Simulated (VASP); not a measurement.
Given:

```xyz
4
Lattice="2.3856 -4.1320 0.0000 2.3856 4.1320 0.0000 0.0000 0.0000 7.7938" Properties=species:S:1:pos:R:3 pbc="T T T"
Ag     2.3856    -1.3773     3.8980
Ag     2.3856     1.3773     0.0011
I      2.3856    -1.3773     6.8185
I      2.3856     1.3773     2.9216
```

Calculation: revPBE GGA, VASP's PBE PAW potentials (set 64) (plane waves; VASP). Run with 520 eV cut-off, 5×5×3 Γ-centred mesh, Gaussian smearing of 0.050 eV, potentials Ag I.

Problem. What does the run give for the energy per atom (σ→0)?

Solution. 
```yaml
energy per atom (σ→0): -2.108 eV/atom
```

The compound is AgI in the wurtzite structure. It was relaxed first, which changed the volume by +12 %. The start is the result of an earlier pass.
